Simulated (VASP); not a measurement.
# A VASP study of GeMo (PBEsol + D3): structure first, properties next, part 3 of 4

Wanted: the relaxed cell of GeMo and its properties. The cell is invented: it takes the structure of COD entry 9007456, WC (space group 187 there), with all of its atoms replaced by other elements, volume scaled by an estimate. It may not be a known or stable phase.

VASP 6.6.1, plane waves and PAW; the level of theory is named at each step.

So far. Step 3 (Full relaxation (PBEsol + D3)): It ends with forces that vanish by symmetry and a pressure of 0.06 GPa. Step 4 (Density, ELF and potential (PBEsol + D3)): In this run the pressure is 0.06 GPa, small enough to go on; single stress components reach 0.07 GPa. The relaxed cell has a = 3.143, c = 3.553 Å (conventional setting).

### Step 5. Band structure (PBEsol + D3)

Level of this step: PBEsol with D3; plane waves and PAW (Mo_sv, Ge_d); invented cell (VASP).

Levels along the symmetry lines show where the bands peak and cross; KPOINTS_OPT computes them in the converged potential.

INCAR

```
SYSTEM = GeMo
PREC = Accurate
ENCUT = 410
EDIFF = 1E-06
NELM = 100
ISMEAR = 0
SIGMA = 0.05
LREAL = .FALSE.
ALGO = Normal
GGA = PS
IVDW = 11
NBANDS = 26
LORBIT = 11
LWAVE = .FALSE.
LCHARG = .FALSE.
```

POSCAR

```
GeMo
1.0
    3.1433977205      0.0000000029      0.0000000000
   -1.5716983514      2.7222620177      0.0000000000
    0.0000000000      0.0000000000      3.5533804424
Mo Ge
1 1
Direct
    0.0000000000      0.0000000000      0.0000000000
    0.6666666700      0.3333333300      0.5000000000
```

KPOINTS

```
Automatic mesh
0
Gamma
10 10 8
0 0 0
```

KPOINTS_OPT

```
Line mode
16
Line-mode
Reciprocal
  0.00000000   0.00000000   0.00000000 GAMMA
  0.50000000   0.00000000   0.00000000 M

  0.50000000   0.00000000   0.00000000 M
  0.33333333   0.33333333   0.00000000 K

  0.33333333   0.33333333   0.00000000 K
  0.00000000   0.00000000   0.00000000 GAMMA

  0.00000000   0.00000000   0.00000000 GAMMA
  0.00000000   0.00000000   0.50000000 A

  0.00000000   0.00000000   0.50000000 A
  0.50000000   0.00000000   0.50000000 L

  0.50000000   0.00000000   0.50000000 L
  0.33333333   0.33333333   0.50000000 H

  0.33333333   0.33333333   0.50000000 H
  0.00000000   0.00000000   0.50000000 A

  0.50000000   0.00000000   0.50000000 L
  0.50000000   0.00000000   0.00000000 M

  0.33333333   0.33333333   0.00000000 K
  0.33333333   0.33333333   0.50000000 H
```

The projector-augmented-wave data sets are Mo_sv and Ge_d (PBE family, release 64).

Run with:

```console
$ mpirun -np 1 vasp_std
```

Log:

```text
[... set-up lines as in an earlier step ...]
 entering main loop
       N       E                     dE             d eps       ncg     rms          rms(c)
DAV:   1     0.185615049965E+03    0.18562E+03   -0.11641E+04  4830   0.230E+03
DAV:   2    -0.188730323415E+01   -0.18750E+03   -0.17639E+03  3770   0.480E+02
DAV:   3    -0.176742294112E+02   -0.15787E+02   -0.15614E+02  4082   0.894E+01
DAV:   4    -0.179375597914E+02   -0.26333E+00   -0.26319E+00  4178   0.119E+01
DAV:   5    -0.179399018676E+02   -0.23421E-02   -0.23420E-02  4196   0.126E+00    0.179E+01
DAV:   6    -0.170199776859E+02    0.91992E+00   -0.23739E+00  4100   0.105E+01    0.330E+00
DAV:   7    -0.169540435771E+02    0.65934E-01   -0.12371E-01  4908   0.443E+00    0.233E+00
DAV:   8    -0.169336552423E+02    0.20388E-01   -0.24472E-02  4948   0.156E+00    0.266E-01
DAV:   9    -0.169328058891E+02    0.84935E-03   -0.19373E-03  4428   0.573E-01    0.105E-01
DAV:  10    -0.169327974556E+02    0.84335E-05   -0.11781E-04  5032   0.127E-01    0.398E-02
DAV:  11    -0.169327954372E+02    0.20183E-05   -0.20994E-05  4750   0.707E-02    0.590E-03
DAV:  12    -0.169327955832E+02   -0.14598E-06   -0.71918E-07  2566   0.100E-02
   1 F= -.17590954E+02 E0= -.17590467E+02  d E =-.974272E-03
 Start KPOINTS_OPT (optional k-point list driver)
k-point batch [1-70\144]
       N       E                     dE             ncg
DAV:   1    -0.779452533254E+04   -0.48553E+05     4810
DAV:   2    -0.210114786607E+05   -0.13217E+05     3806
DAV:   3    -0.220761333955E+05   -0.10647E+04     3986
DAV:   4    -0.220935974222E+05   -0.17464E+02     4022
DAV:   5    -0.220937585923E+05   -0.16117E+00     4128
DAV:   6    -0.220937613648E+05   -0.27725E-02     4098
DAV:   7    -0.220937614294E+05   -0.64663E-04     4130
DAV:   8    -0.220937614310E+05   -0.15425E-05     2970
DAV:   9    -0.220937614312E+05   -0.22686E-06     2394
[...]
k-point batch [141-144\144]
       N       E                     dE             ncg
DAV:   1     0.674297804957E+05   -0.50388E+04      260
DAV:   2     0.666505816923E+05   -0.77920E+03      224
DAV:   3     0.665871760992E+05   -0.63406E+02      222
DAV:   4     0.665861520001E+05   -0.10241E+01      256
DAV:   5     0.665861425524E+05   -0.94477E-02      228
DAV:   6     0.665861423787E+05   -0.17370E-03      236
DAV:   7     0.665861423744E+05   -0.43050E-05      240
DAV:   8     0.665861423743E+05   -0.10637E-06      162
```

The job ended after 42 s (1 MPI rank of Intel Xeon 6975P-C (Granite Rapids), shared host; peak memory 0.19 GiB).

Parts of OUTCAR (step 5):

```text
   k-points           NKPTS =     70   k-points in BZ     NKDIM =     70   number of bands    NBANDS=     26

   NELECT =      28.0000    total number of electrons

 E-fermi :  10.4119

 k-point     1 :       0.0000    0.0000    0.0000
  band No.  band energies     occupation
    ...
      9     -13.5664      2.00000
     10      -1.6113      2.00000
     11       7.1038      2.00000
     12       8.9858      2.00000
     13       8.9858      2.00000
     14      10.7072      0.00000
     15      11.3100      0.00000
     16      11.3100      0.00000
     17      17.9953      0.00000
     18      17.9953      0.00000
    ...

 Edisp (eV)   -0.65816

  Total      -0.01387    -0.01387    -0.01293    -0.00000     0.00000     0.00000
  in kB      -0.73093    -0.73093    -0.68148    -0.00000     0.00000     0.00000
  external pressure =       -0.71 kB  Pullay stress =        0.00 kB

 POSITION                                       TOTAL-FORCE (eV/Angst)
 -----------------------------------------------------------------------------------
      0.00000      0.00000      0.00000        -0.000000      0.000000      0.000000
      1.57170      0.90742      1.77669         0.000000     -0.000000      0.000000
 -----------------------------------------------------------------------------------
    total drift:                               -0.000014      0.000000     -0.000000

  FREE ENERGIE OF THE ION-ELECTRON SYSTEM (eV)
  ---------------------------------------------------
  free  energy   TOTEN  =       -17.5909541156 eV

  energy  without entropy=      -17.5899798432  energy(sigma->0) =      -17.59046698

[... 8 parts as in an earlier step ...]

[... 8 further parts left out ...]
```

Spin-orbit coupling is off here; it would split degenerate levels.

Numbers from this step:

- bands: 26
- pressure: -0.07144 GPa

Electronic bands along the path, in eV, zero at the Fermi level; # counts the bands kept in this run, so #1 is VASP's band 10:

```
          point     #2     #3     #4     #5     #6    #7    #8    #9
              Γ  -3.31  -1.43  -1.43   0.30   0.90  0.90  7.58  7.58
0.53 of the way  -3.51  -2.38  -2.30  -0.08   0.57  3.26  4.73  4.99
              M  -5.70  -3.23  -2.74   0.33   1.92  2.99  3.74  6.33
0.47 of the way  -5.43  -3.08  -2.88  -0.31   1.38  2.02  3.42  7.50
              K  -4.88  -3.71  -2.85  -1.01   1.27  1.48  2.66  9.20
0.47 of the way  -3.75  -2.56  -2.19  -0.08   0.19  3.01  3.89  5.65
              Γ  -3.31  -1.43  -1.43   0.30   0.90  0.90  7.58  7.58
0.47 of the way  -4.42  -1.17  -1.17  -0.04   0.33  0.33  7.57  7.57
              A  -6.47  -0.71  -0.71  -0.36  -0.36  0.32  6.88  6.88
0.47 of the way  -5.26  -1.69  -1.47  -1.25   0.41  0.76  4.88  7.97
              L  -4.40  -3.87  -2.09  -0.19   1.38  2.40  4.77  6.34
0.47 of the way  -4.44  -4.06  -1.83  -0.72   1.34  3.50  4.63  6.09
              H  -5.14  -3.64  -1.63  -1.01   1.33  4.39  5.33  5.73
0.47 of the way  -4.59  -2.73  -1.72  -1.46   0.95  1.39  4.63  7.28
              A  -6.47  -0.71  -0.71  -0.36  -0.36  0.32  6.88  6.88
      jump to L  -4.40  -3.87  -2.09  -0.19   1.38  2.40  4.77  6.34
0.47 of the way  -5.55  -3.30  -1.38  -1.22   2.19  2.34  5.36  5.67
              M  -5.70  -3.23  -2.74   0.33   1.92  2.99  3.74  6.33
      jump to K  -4.88  -3.71  -2.85  -1.01   1.27  1.48  2.66  9.20
0.53 of the way  -4.60  -3.55  -3.37  -1.06   2.47  2.87  3.31  6.93
              H  -5.14  -3.64  -1.63  -1.01   1.33  4.39  5.33  5.73
```

Of the projections kept (Mo, Ge), the largest for each band there, as a share of the weight inside these atoms' spheres; weight between the spheres isn't counted:

```
point       #2       #3       #4       #5       #6       #7       #8       #9
    Γ  Mo 0.93  Mo 0.88  Mo 0.88  Ge 0.79  Mo 0.97  Mo 0.97  Ge 0.79  Ge 0.79
    M  Ge 0.61  Mo 0.72  Mo 0.91  Mo 0.94  Mo 0.71  Mo 0.59  Mo 0.90  Ge 0.65
    K  Mo 0.57  Ge 0.53  Mo 0.69  Mo 0.90  Mo 0.79  Mo 0.82  Mo 0.87  Mo 0.50
    Γ  Mo 0.93  Mo 0.88  Mo 0.88  Ge 0.79  Mo 0.97  Mo 0.97  Ge 0.79  Ge 0.79
    A  Mo 0.61  Mo 0.96  Mo 0.96  Mo 0.85  Mo 0.85  Mo 0.92  Ge 0.89  Ge 0.89
    L  Mo 0.72  Ge 0.77  Mo 0.73  Mo 0.67  Mo 0.96  Mo 0.99  Mo 0.73  Mo 0.86
```

There is no gap at this level.

### Step 6. Density of states (PBEsol + D3)

Here the states are counted by energy and projected on the atoms. The mesh is finer than in the run before.

Changes to INCAR since step 5:

```diff
@@ -5,3 +5,3 @@
 NELM = 100
-ISMEAR = 0
+ISMEAR = -5
 SIGMA = 0.05
@@ -15 +15,2 @@
 LCHARG = .FALSE.
+NEDOS = 2001
```

POSCAR is that of step 5.

KPOINTS

```
Automatic mesh
0
Gamma
14 14 11
0 0 0
```

Run with:

```console
$ mpirun -np 1 vasp_std
```

Log:

```text
[... set-up lines as in an earlier step ...]
 entering main loop
       N       E                     dE             d eps       ncg     rms          rms(c)
DAV:   1     0.183115158017E+03    0.18312E+03   -0.11586E+04  9884   0.230E+03
DAV:   2    -0.211088352968E+01   -0.18523E+03   -0.17516E+03  7732   0.465E+02
DAV:   3    -0.176860095912E+02   -0.15575E+02   -0.15384E+02  8330   0.891E+01
DAV:   4    -0.179350810164E+02   -0.24907E+00   -0.24886E+00  8564   0.116E+01
DAV:   5    -0.179373337264E+02   -0.22527E-02   -0.22521E-02  8594   0.124E+00    0.179E+01
DAV:   6    -0.170185904052E+02    0.91874E+00   -0.24405E+00  8384   0.105E+01    0.329E+00
DAV:   7    -0.169514177139E+02    0.67173E-01   -0.12680E-01 10202   0.446E+00    0.233E+00
DAV:   8    -0.169309737177E+02    0.20444E-01   -0.24283E-02 10218   0.158E+00    0.266E-01
DAV:   9    -0.169301428007E+02    0.83092E-03   -0.19230E-03  9090   0.574E-01    0.106E-01
DAV:  10    -0.169301378497E+02    0.49510E-05   -0.11460E-04 10274   0.124E-01    0.399E-02
DAV:  11    -0.169301358925E+02    0.19573E-05   -0.20775E-05  9580   0.702E-02    0.565E-03
DAV:  12    -0.169301343473E+02    0.15451E-05   -0.69650E-07  5130   0.949E-03    0.170E-03
DAV:  13    -0.169301345369E+02   -0.18959E-06   -0.13539E-07  4332   0.344E-03
   1 F= -.17588293E+02 E0= -.17588293E+02  d E =0.000000E+00
 -----------------------------------------------------------------------------
|                                                                             |
|           W    W    AA    RRRRR   N    N  II  N    N   GGGG   !!!           |
|           W    W   A  A   R    R  NN   N  II  NN   N  G    G  !!!           |
|           W    W  A    A  R    R  N N  N  II  N N  N  G       !!!           |
|           W WW W  AAAAAA  RRRRR   N  N N  II  N  N N  G  GGG   !            |
|           WW  WW  A    A  R   R   N   NN  II  N   NN  G    G                |
|           W    W  A    A  R    R  N    N  II  N    N   GGGG   !!!           |
|                                                                             |
|     Tetrahedron method does not include variations of the Fermi             |
|     occupations, so forces and stress will be inaccurate. We suggest        |
|     using a different smearing scheme ISMEAR = 1 or 2 for metals in         |
|     relaxations.                                                            |
|                                                                             |
 -----------------------------------------------------------------------------
```

The job ended after 50 s (1 MPI rank; peak memory 0.21 GiB).

From OUTCAR (step 6):

```text
   k-points           NKPTS =    144   k-points in BZ     NKDIM =    144   number of bands    NBANDS=     26

   NELECT =      28.0000    total number of electrons

 E-fermi :  10.3599

 k-point     1 :       0.0000    0.0000    0.0000
  band No.  band energies     occupation
    ...
     10      -1.6078      2.00000
     11       7.1017      2.00000
     12       8.9769      2.00000
     13       8.9769      2.00000
     14      10.7097      0.63528
     15      11.3088      0.00000
     16      11.3088      0.00000
     17      17.9985      0.00000
     18      17.9985      0.00000
     19      19.0200      0.00000
    ...

 Edisp (eV)   -0.65816

  Total      -0.06277    -0.06277     0.14584    -0.00000    -0.00000     0.00000
  in kB      -3.30719    -3.30719     7.68434    -0.00000    -0.00000     0.00000
  external pressure =        0.36 kB  Pullay stress =        0.00 kB

 POSITION                                       TOTAL-FORCE (eV/Angst)
 -----------------------------------------------------------------------------------
      0.00000      0.00000      0.00000         0.000000      0.000000      0.000000
      1.57170      0.90742      1.77669        -0.000000     -0.000000      0.000000
 -----------------------------------------------------------------------------------
    total drift:                               -0.000014      0.000000     -0.000000

  FREE ENERGIE OF THE ION-ELECTRON SYSTEM (eV)
  ---------------------------------------------------
  free  energy   TOTEN  =       -17.5882930693 eV

  energy  without entropy=      -17.5882930693  energy(sigma->0) =      -17.58829307

[... 6 parts as in an earlier step ...]

[... 10 further parts left out ...]
```

With tetrahedra the forces and stress of a metal are not exact derivatives of the energy.

This step gave:

```yaml
scf_cycles: 13
irreducible_k_points: 144
fermi_energy: 10.36 eV
pressure: 0.03567 GPa
dos_at_the_fermi_level_one_point_of_the_energy_grid: 0.6619 states/eV/cell
```

The density of states has structure finer than the step of the table below, so its rows give means over 1 eV, whole bins alone (the curve runs from -12.0 to 7.96 eV). Peaks (eV: height): total -3.2: 3.09, -1.7: 2.69, -1.1: 3.73, 4.7: 2.45; Mo d -3.2: 1.46, -1.7: 1.27, -1.1: 2.26, 1.4: 1.79; Ge p -4.5: 0.414, -3.2: 0.628, -1.7: 0.502, 7.4: 0.422; Ge s -8.3: 0.829, 4.7: 0.346.

States under -12.0 eV and over 8.0 eV are left out. Table of density of states by energy, zero at the Fermi level; means over each step; values in states/eV/cell:

```
energy (eV)   total     Mo d     Ge p     Ge s
        -11   0.204  0.00308  0.00338   0.0984
        -10   0.436   0.0156  0.00992    0.220
         -9   0.714   0.0745   0.0171    0.371
         -8   0.612   0.0925  0.00752    0.338
         -7       0        0        0        0
         -6  0.0771  0.00959   0.0185  0.00147
         -5   0.989    0.252    0.244   0.0239
         -4    1.03    0.354    0.232   0.0236
         -3    1.63    0.731    0.343   0.0203
         -2    1.78    0.933    0.265   0.0120
         -1    2.06     1.29    0.184  0.00592
          0   0.816    0.615   0.0536  0.00179
          1    1.19    0.908   0.0689  0.00861
          2    1.32    0.948   0.0999   0.0302
          3    1.19    0.716    0.147   0.0517
          4   0.826    0.408    0.140   0.0452
          5    1.20    0.512    0.206    0.124
          6    1.07    0.346    0.240   0.0276
          7   0.927    0.242    0.259   0.0126
```

The finer mesh and the other smearing move the Fermi level by -0.05 eV from the 10×10×8 run, one measure of the sampling error in the zero of the bands above. Of the states within 0.3 eV of the Fermi level, the largest shares in the PAW spheres are Mo d 77 % and Ge p 6 %. The rest lies in smaller channels or between the spheres.

(Part 3 of 4 ends here.)

[Lines on the potential files, build, host, timing and source positions are cut from VASP's logs without a mark.]

[Logs are printed without paths, hosts, clocks, repeated set-up lines and the standing remarks that a program may print on its own settings, such as how far it seeks lower states.]

[Hosts, paths, dates, database ids (printed as entryN), source tags and the programs' standing remarks are cut or masked in the printed files.]

[A measured line is paired with the nearest computed mode of its activity, which favours agreement.]

[In band tables of VASP the shares of atoms and orbitals are scaled to a sum of 1 inside the atoms' spheres.]
